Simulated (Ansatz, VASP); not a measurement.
# PdRh (Pd-Rh stack, (111) layers) in two plane-wave programs, part 2 of 2

Aim: how closely do two programs agree when they are given the same cell, functional and k mesh? The cell is taken from a series of runs on this material, whose earlier steps may have relaxed, scaled, displaced or heated it; both programs get it as it stands.

VASP 6.6.1 and Ansatz 0.2.0.

So far: Starting point; Ansatz: zone-centre phonons, PBEsol.

## (3) VASP: zone-centre phonons, PBEsol

Level of this step: PBEsol; plane waves and PAW (Pd, Rh_pv) (VASP).

The same cell, functional, mesh and smearing now go to VASP, with its own data sets.

Lines of VASP's logs that name or quote its potential files are left out, and so is its time.

The input, INCAR:

```
SYSTEM = PdRh
PREC = Accurate
ENCUT = 500
EDIFF = 1E-08
NELM = 120
ISMEAR = 1
SIGMA = 0.2
LREAL = .FALSE.
ALGO = Normal
GGA = PS
NBANDS = 18
LASPH = .TRUE.
LORBIT = 11
LWAVE = .FALSE.
LCHARG = .FALSE.
ISIF = 2
IBRION = 8
GGA_COMPAT = .FALSE.
NELMDL = -8
KPAR = 2
```

The input, POSCAR:

```
PdRh
1.0
    2.6145336422     -0.0000028089      0.0000000000
   -1.3072643886      2.2642539576      0.0000000000
    0.0000000000      0.0000000000     28.1878614963
Pd Rh
1 1
Direct
    0.0000000000      0.0000000000      0.1939216519
    0.3333333333      0.6666666667      0.2741496844
```

The input, KPOINTS:

```
Automatic mesh
0
Gamma
8 8 1
0 0 0
```

Potentials, in the order of the species: Pd and Rh_pv (PBE family, release 64).

Run with:

```
mpirun -np 2 vasp_std
```

Numbers of over 12 decimals in the logs are rounded to 6 here.

Output:

```text
[banner, memory and clock lines left out]
running    2 mpi-ranks, on    1 nodes
 distrk:  each k-point on    1 cores,    2 groups
 distr:  one band on    1 cores,    1 groups

 POSCAR found type information on POSCAR PdRh
 POSCAR found :  2 types and       2 ions
|                                                                             |
|               ----> ADVICE to this user running VASP <----                  |
|                                                                             |
|     You enforced a specific xc type in the INCAR file but a different       |
|     [... a line on the potential file left out ...]
|     I HOPE YOU KNOW WHAT YOU ARE DOING!                                     |
|                                                                             |

 LDA part: xc-table for (Slater+PW92), standard interpolation
 POSCAR, INCAR and KPOINTS ok, starting setup
 FFT: planning ... GRIDC
 FFT: planning ... GRID_SOFT
 FFT: planning ... GRID
 WAVECAR not read
 entering main loop
       N       E                     dE             d eps       ncg     rms          rms(c)
DAV:   1     0.143412482191E+03    0.14341E+03   -0.12768E+04   456   0.105E+03
DAV:   2    -0.936866757570E+01   -0.15278E+03   -0.14892E+03   486   0.259E+02
DAV:   3    -0.131770348842E+02   -0.38084E+01   -0.37669E+01   406   0.450E+01
DAV:   4    -0.132468752442E+02   -0.69840E-01   -0.69259E-01   528   0.527E+00
DAV:   5    -0.132478876365E+02   -0.10124E-02   -0.10122E-02   420   0.510E-01
DAV:   6    -0.132479171662E+02   -0.29530E-04   -0.29529E-04   524   0.754E-02
DAV:   7    -0.132479181599E+02   -0.99368E-06   -0.99373E-06   430   0.863E-03
DAV:   8    -0.132479182226E+02   -0.62714E-07   -0.62824E-07   438   0.155E-03    0.125E+01
DAV:   9    -0.124930232606E+02    0.75489E+00   -0.32117E+00   386   0.150E+01    0.524E+00
DAV:  10    -0.126211161003E+02   -0.12809E+00   -0.18604E+00   376   0.908E+00    0.462E+00
DAV:  11    -0.126458630440E+02   -0.24747E-01   -0.54983E+00   396   0.139E+01    0.461E+00
DAV:  12    -0.124260046772E+02    0.21986E+00   -0.19290E+00   390   0.875E+00    0.577E-01
DAV:  13    -0.124219935102E+02    0.40112E-02   -0.20439E-02   408   0.109E+00    0.257E-01
DAV:  14    -0.124207609374E+02    0.12326E-02   -0.75246E-03   426   0.527E-01    0.857E-02
[...]
DAV:  24    -0.124210919075E+02   -0.94220E-05   -0.36128E-07   404   0.159E-03    0.345E-04
DAV:  25    -0.124210969602E+02   -0.50527E-05   -0.16550E-07   332   0.112E-03    0.267E-04
DAV:  26    -0.124210985216E+02   -0.15614E-05   -0.36602E-08   356   0.503E-04    0.171E-04
DAV:  27    -0.124210988431E+02   -0.32155E-06   -0.33621E-09   322   0.320E-04    0.488E-05
DAV:  28    -0.124210991196E+02   -0.27651E-06   -0.46130E-09   292   0.180E-04    0.479E-05
DAV:  29    -0.124210991544E+02   -0.34747E-07   -0.14234E-10   352   0.915E-05    0.137E-05
DAV:  30    -0.124210991704E+02   -0.16047E-07    0.15056E-10   296   0.378E-05    0.570E-06
DAV:  31    -0.124210991750E+02   -0.45616E-08    0.23132E-10   268   0.191E-05
   1 F= -.12421099E+02 E0= -.12418324E+02  d E =-.832468E-02
 Linear response reoptimize wavefunctions to high precision
DAV:   1    -0.124210991764E+02   -0.14188E-08    0.24359E-10   276   0.101E-05
DAV:   2    -0.124210991765E+02   -0.90949E-10    0.25316E-10   232   0.469E-06
 Linear response DOF=           4
 Linear response progress:
  Degree of freedom:   1/  4
       N       E                     dE             d eps       ncg     rms          rms(c)
RMM:   1    -0.235861539622E+00   -0.23586E+00   -0.23252E-01  2048   0.307E+00
RMM:   2    -0.234795481264E+00    0.10661E-02   -0.16719E-02  1764   0.736E-01    0.962E-02
RMM:   3    -0.234465701635E+00    0.32978E-03   -0.25156E-04  1884   0.116E-01    0.547E-02
RMM:   4    -0.234062245727E+00    0.40346E-03   -0.41494E-04  1938   0.107E-01    0.139E-02
RMM:   5    -0.234033716932E+00    0.28529E-04   -0.69701E-06  1961   0.205E-02    0.159E-02
RMM:   6    -0.234020681160E+00    0.13036E-04   -0.21568E-06  1922   0.100E-02    0.102E-02
RMM:   7    -0.233905714110E+00    0.11497E-03   -0.30004E-06  1921   0.105E-02    0.161E-03
RMM:   8    -0.233910789067E+00   -0.50750E-05   -0.13441E-07  2010   0.289E-03    0.242E-04
RMM:   9    -0.233909324923E+00    0.14641E-05   -0.32953E-09  2010   0.626E-04    0.186E-04
RMM:  10    -0.233908286967E+00    0.10380E-05    0.98941E-09  2061   0.201E-04    0.382E-05
RMM:  11    -0.233908061706E+00    0.22526E-06    0.16323E-08  2123   0.704E-05    0.107E-05
RMM:  12    -0.233908002718E+00    0.58989E-07    0.94480E-09  2162   0.230E-05    0.440E-06
RMM:  13    -0.233908026437E+00   -0.23719E-07    0.52988E-09  2209   0.880E-06    0.237E-06
RMM:  14    -0.233908026140E+00    0.29641E-09    0.24590E-09  1948   0.552E-06    0.538E-07
 first order change of Fermi-energy   0.45255E-03
 force on displaced ion       1 direction 1 :  -1.078   0.000   0.000
 Linear response progress:
  Degree of freedom:   2/  4
       N       E                     dE             d eps       ncg     rms          rms(c)
RMM:   1    -0.314791902417E+00   -0.31479E+00   -0.23101E-01   703   0.338E+00
RMM:   2    -0.314928605529E+00   -0.13670E-03   -0.10496E-02   536   0.633E-01    0.232E-01
RMM:   3    -0.317443038481E+00   -0.25144E-02   -0.20963E-03   566   0.298E-01    0.511E-01
RMM:   4    -0.315134397638E+00    0.23086E-02   -0.12637E-03   560   0.253E-01    0.119E-01
RMM:   5    -0.315604418710E+00   -0.47002E-03   -0.38525E-04   555   0.114E-01    0.200E-02
RMM:   6    -0.315555207101E+00    0.49212E-04   -0.96796E-06   569   0.251E-02    0.125E-02
RMM:   7    -0.315441169473E+00    0.11404E-03   -0.46655E-06   600   0.136E-02    0.722E-03
RMM:   8    -0.315407247053E+00    0.33922E-04   -0.11275E-06   578   0.731E-03    0.123E-03
RMM:   9    -0.315418047196E+00   -0.10800E-04   -0.12730E-07   581   0.226E-03    0.498E-04
RMM:  10    -0.315421451097E+00   -0.34039E-05   -0.34509E-08   599   0.105E-03    0.313E-04
RMM:  11    -0.315426391818E+00   -0.49407E-05   -0.69655E-08   619   0.811E-04    0.224E-04
RMM:  12    -0.315429930569E+00   -0.35388E-05   -0.26885E-08   619   0.418E-04    0.166E-04
RMM:  13    -0.315432783823E+00   -0.28533E-05   -0.43148E-08   631   0.394E-04    0.603E-05
RMM:  14    -0.315432553129E+00    0.23069E-06   -0.21607E-08   638   0.210E-04    0.246E-05
RMM:  15    -0.315432533209E+00    0.19919E-07   -0.67991E-09   642   0.883E-05    0.181E-05
RMM:  16    -0.315432708155E+00   -0.17495E-06   -0.13130E-08   633   0.747E-05    0.713E-06
RMM:  17    -0.315432739364E+00   -0.31210E-07    0.11482E-08   651   0.348E-05    0.582E-06
RMM:  18    -0.315432711483E+00    0.27882E-07    0.36673E-09   631   0.303E-05    0.258E-06
RMM:  19    -0.315432734362E+00   -0.22879E-07   -0.65367E-09   590   0.133E-05    0.104E-06
RMM:  20    -0.315432730914E+00    0.34481E-08    0.18009E-09   566   0.110E-05    0.645E-07
 first order change of Fermi-energy   0.10428E-01
 force on displaced ion       1 direction 3 :  -0.000  -0.000  -6.724
 Linear response progress:
  Degree of freedom:   3/  4
       N       E                     dE             d eps       ncg     rms          rms(c)
RMM:   1    -0.345978632348E+00   -0.34598E+00    0.24875E+01  1241   0.819E+01
RMM:   2    -0.473868162266E+00   -0.12789E+00   -0.14522E-01  1856   0.343E+00    0.111E-01
RMM:   3    -0.473491157034E+00    0.37701E-03   -0.28449E-03  2097   0.410E-01    0.552E-02
RMM:   4    -0.472346552760E+00    0.11446E-02   -0.46204E-04  2177   0.168E-01    0.148E-02
RMM:   5    -0.472225254309E+00    0.12130E-03   -0.56042E-05  2443   0.473E-02    0.157E-02
RMM:   6    -0.472210131927E+00    0.15122E-04   -0.75320E-05  2193   0.225E-02    0.140E-02
RMM:   7    -0.472156836619E+00    0.53295E-04   -0.70191E-05  2081   0.149E-02    0.108E-03
RMM:   8    -0.472145869787E+00    0.10967E-04   -0.37697E-05  2406   0.517E-03    0.545E-04
RMM:   9    -0.472148752200E+00   -0.28824E-05   -0.26213E-05  2376   0.211E-03    0.240E-04
RMM:  10    -0.472151274400E+00   -0.25222E-05   -0.18724E-05  2339   0.109E-03    0.991E-05
RMM:  11    -0.472152211875E+00   -0.93747E-06   -0.12019E-05  2362   0.690E-04    0.296E-05
RMM:  12    -0.472152357233E+00   -0.14536E-06   -0.72720E-06  2692   0.425E-04    0.168E-05
RMM:  13    -0.472152429904E+00   -0.72672E-07   -0.55910E-06  2302   0.280E-04    0.629E-06
RMM:  14    -0.472152483594E+00   -0.53689E-07   -0.36922E-06  2515   0.195E-04    0.482E-06
RMM:  15    -0.472152514967E+00   -0.31373E-07   -0.25386E-06  2348   0.137E-04    0.527E-06
RMM:  16    -0.472152494955E+00    0.20012E-07   -0.17836E-06  2071   0.989E-05    0.817E-06
RMM:  17    -0.472152477449E+00    0.17505E-07   -0.13074E-06  2007   0.718E-05    0.101E-05
RMM:  18    -0.472152474568E+00    0.28816E-08   -0.88527E-07  1640   0.519E-05    0.111E-05
RMM:  19    -0.472152498829E+00   -0.24261E-07   -0.63989E-07  1848   0.397E-05    0.106E-05
RMM:  20    -0.472152539476E+00   -0.40646E-07   -0.47505E-07  2275   0.319E-05    0.911E-06
RMM:  21    -0.472152579370E+00   -0.39894E-07   -0.33505E-07  2301   0.247E-05    0.752E-06
RMM:  22    -0.472152589272E+00   -0.99027E-08   -0.22475E-07  1779   0.175E-05    0.729E-06
RMM:  23    -0.472152596716E+00   -0.74438E-08   -0.15847E-07  1697   0.136E-05    0.707E-06
RMM:  24    -0.472152589280E+00    0.74356E-08   -0.12014E-07  1477   0.107E-05    0.756E-06
 first order change of Fermi-energy   0.12060E-03
 force on displaced ion       2 direction 1 :  -1.084   0.000   0.001
 Linear response progress:
  Degree of freedom:   4/  4
       N       E                     dE             d eps       ncg     rms          rms(c)
RMM:   1    -0.540935905591E+00   -0.54094E+00    0.28479E+01   368   0.845E+01
RMM:   2    -0.678626804760E+00   -0.13769E+00   -0.16713E-01   539   0.357E+00    0.220E-01
RMM:   3    -0.679996345949E+00   -0.13695E-02   -0.32660E-03   629   0.445E-01    0.266E-01
RMM:   4    -0.679845580008E+00    0.15077E-03   -0.14033E-03   615   0.263E-01    0.240E-01
RMM:   5    -0.679276098819E+00    0.56948E-03   -0.38986E-04   608   0.153E-01    0.311E-02
RMM:   6    -0.679187481131E+00    0.88618E-04   -0.36564E-05   667   0.419E-02    0.125E-02
RMM:   7    -0.679134749070E+00    0.52732E-04   -0.65839E-06   638   0.179E-02    0.450E-03
RMM:   8    -0.679129701935E+00    0.50471E-05   -0.16407E-06   680   0.677E-03    0.120E-03
RMM:   9    -0.679131810217E+00   -0.21083E-05    0.21377E-07   659   0.262E-03    0.582E-04
RMM:  10    -0.679134975306E+00   -0.31651E-05   -0.41297E-07   678   0.150E-03    0.234E-04
RMM:  11    -0.679137202049E+00   -0.22267E-05   -0.14436E-07   650   0.933E-04    0.140E-04
RMM:  12    -0.679139582124E+00   -0.23801E-05   -0.12861E-07   660   0.695E-04    0.132E-04
RMM:  13    -0.679140565718E+00   -0.98359E-06   -0.40108E-08   681   0.400E-04    0.638E-05
RMM:  14    -0.679140899512E+00   -0.33379E-06   -0.43420E-08   682   0.299E-04    0.337E-05
RMM:  15    -0.679140918969E+00   -0.19456E-07   -0.43044E-08   674   0.193E-04    0.191E-05
RMM:  16    -0.679141001121E+00   -0.82152E-07   -0.59970E-08   683   0.134E-04    0.115E-05
RMM:  17    -0.679141053721E+00   -0.52600E-07   -0.28949E-08   676   0.841E-05    0.568E-06
RMM:  18    -0.679141031309E+00    0.22412E-07   -0.17101E-08   663   0.560E-05    0.388E-06
RMM:  19    -0.679141036928E+00   -0.56187E-08   -0.17785E-08   660   0.449E-05    0.190E-06
 first order change of Fermi-energy  -0.10313E-01
 force on displaced ion       2 direction 3 :   0.000  -0.000  -6.710
 Linear response finished
```

From OUTCAR (step 3):

```text
ion  position               nearest neighbor table
   1  0.000  0.000  0.194-   2 2.72   2 2.72   2 2.72
   2  0.333  0.667  0.274-   1 2.72   1 2.72   1 2.72

  LATTYP: Found a hexagonal cell.
 ALAT       =     2.6145336422
 C/A-ratio  =    10.7812196567

 Subroutine GETGRP returns: Found  6 space group operations
 (whereof  6 operations were pure point group operations)

The static configuration has the point symmetry C_3v.

 Found     10 irreducible k-points:

   k-points           NKPTS =     10   k-points in BZ     NKDIM =     10   number of bands    NBANDS=     18

   dimension x,y,z NGX =    20 NGY =   20 NGZ =  210
   dimension x,y,z NGXF=    40 NGYF=   40 NGZF=  420

   ENCUT  =  500.0 eV  36.75 Ry    6.06 a.u.   4.77  4.77 51.39*2*pi/ulx,y,z

   NELECT =      25.0000    total number of electrons

 k-points in reciprocal lattice and weights: Automatic mesh
   0.00000000  0.00000000  0.00000000       0.016
   0.12500000  0.00000000  0.00000000       0.094
   0.25000000  0.00000000  0.00000000       0.094
   0.37500000  0.00000000  0.00000000       0.094
   0.50000000  0.00000000  0.00000000       0.047
   0.12500000  0.12500000  0.00000000       0.094
   0.25000000  0.12500000  0.00000000       0.188
   0.37500000  0.12500000  0.00000000       0.188
   0.25000000  0.25000000  0.00000000       0.094
   0.37500000  0.25000000  0.00000000       0.094

 average (electrostatic) potential at core
       1 -82.8009       2 -84.5364

  Total        0.0799760      0.0799760     -0.1595213     -0.0000000      0.0000000     -0.0000000
  in kB        0.7678721      0.7678721     -1.5316094     -0.0000000      0.0000000     -0.0000000
  external PRESSURE =       0.0013783 kB  Pullay stress =       0.0000000 kB

  energy-cutoff  :      500.00
  volume of cell :      166.87
      direct lattice vectors                 reciprocal lattice vectors
     2.614533642 -0.000002809  0.000000000     0.382477626  0.220823012  0.000000000
    -1.307264389  2.264253958  0.000000000     0.000000474  0.441646847  0.000000000
     0.000000000  0.000000000 28.187861496     0.000000000  0.000000000  0.035476263

 POSITION                                       TOTAL-FORCE (eV/Angst)
 -----------------------------------------------------------------------------------
      0.00000      0.00000      5.46624         0.000000      0.000000      0.066176
      0.00000      1.50950      7.72769        -0.000000     -0.000000     -0.066176
 -----------------------------------------------------------------------------------
    total drift:                               -0.000000      0.000000     -0.000179

 Eigenvectors and eigenvalues of the dynamical matrix
 ----------------------------------------------------

   1 f  =    5.601634 THz    35.196107 2PiTHz  186.850412 cm-1    23.166488 meV
             X         Y         Z           dx          dy          dz
      0.000000  0.000000  5.466237     0.000000    0.000000   -0.701513
      0.000002  1.509502  7.727693    -0.000000   -0.000000    0.712657

   2 f  =    2.247666 THz    14.122500 2PiTHz   74.974059 cm-1     9.295594 meV
             X         Y         Z           dx          dy          dz
      0.000000  0.000000  5.466237     0.604310   -0.353611    0.000000
      0.000002  1.509502  7.727693    -0.616234    0.360589    0.000000

   3 f  =    2.247666 THz    14.122500 2PiTHz   74.974059 cm-1     9.295594 meV
             X         Y         Z           dx          dy          dz
      0.000000  0.000000  5.466237     0.353611    0.604310   -0.000000
      0.000002  1.509502  7.727693    -0.360589   -0.616234   -0.000000

   4 f/i=    0.002881 THz     0.018103 2PiTHz    0.096105 cm-1     0.011916 meV
             X         Y         Z           dx          dy          dz
      0.000000  0.000000  5.466237     0.000000   -0.000000   -0.712657
      0.000002  1.509502  7.727693     0.000000   -0.000000   -0.701513

   5 f/i=    0.003092 THz     0.019426 2PiTHz    0.103132 cm-1     0.012787 meV
             X         Y         Z           dx          dy          dz
      0.000000  0.000000  5.466237    -0.377439   -0.606060    0.000000
      0.000002  1.509502  7.727693    -0.370135   -0.594333    0.000000

   6 f/i=    0.003092 THz     0.019426 2PiTHz    0.103132 cm-1     0.012787 meV
             X         Y         Z           dx          dy          dz
      0.000000  0.000000  5.466237    -0.606060    0.377439   -0.000000
      0.000002  1.509502  7.727693    -0.594333    0.370135   -0.000000

 ELASTIC MODULI CONTR FROM IONIC RELAXATION (kBar)
 Direction    XX          YY          ZZ          XY          YZ          ZX
 --------------------------------------------------------------------------------
 XX         -54.6390    -31.8644   -119.9313      0.0000     24.7166      0.0000
 YY         -31.8644    -54.6390   -119.9313      0.0000    -24.7166     -0.0000
 ZZ        -119.9313   -119.9313   -332.5535      0.0000     -0.0000      0.0000
 XY           0.0000      0.0000      0.0000    -11.3873     -0.0001      1.7175
 YZ          24.7166    -24.7166     -0.0000     -0.0001    -53.6484      0.0000
 ZX           0.0000     -0.0000      0.0000      1.7175      0.0000     -0.2590
 --------------------------------------------------------------------------------
```

## (4) Differences

Known differences besides the potentials themselves: Ansatz cuts the interaction across the vacuum, VASP repeats the sheet without a dipole correction; VASP's run holds the zone centre alone; the data sets hold 35 valence electrons in Ansatz (on its PAW soft_1 files) and 25 in VASP; the cutoff is 420 eV in Ansatz and 500 eV in VASP; Ansatz makes its cores anew for this functional, VASP keeps those of its PBE data sets. Total energies have different zeros and are not compared.

The two programs side by side:

```csv
quantity,Ansatz,VASP,difference
optical mode 1 to 2 (cm⁻¹),75.4,75.0,+0.54 %
optical mode 3 (cm⁻¹),186.9,186.9,+0.04 %
```

Modes are paired by rising frequency, not by their patterns, so a pair may set unlike modes beside each other; they are those without the splitting of longitudinal modes. Where the cell holds vacuum, a pressure given here is an average over it and none of the material.

## (5) Results

| Quantity | Value |
| --- | --- |
| r.m.s. difference of the optical zone-centre modes, each program's sorted by frequency (zone-centre phonons, PBEsol) | 0.33 cm⁻¹ |
| difference in optical mode 1 to 2 (zone-centre phonons, PBEsol) | +0.5 % |

What this shows: The r.m.s. difference of the optical zone-centre modes, each program's sorted by frequency is 0.33 cm⁻¹ (zone-centre phonons, PBEsol). The data sets hold unlike numbers of valence electrons (35 in Ansatz and 25 in VASP), so part of the differences may come from the potentials. Among the rows given in per cent, the largest difference of the zone-centre phonons, PBEsol pair is in optical mode 1 to 2, +0.5 %. Such differences can come from data sets, numerical settings and the points named under the comparisons, not from the functional's error against experiment.

[Lines on the potential files, build, host, timing and source positions are cut from VASP's logs without a mark.]

[Logs are printed without paths, hosts, clocks, repeated set-up lines and the standing remarks that a program may print on its own settings, such as how far it seeks lower states.]

[Hosts, paths, dates, database ids (printed as entryN), source tags and the programs' standing remarks are cut or masked in the printed files.]
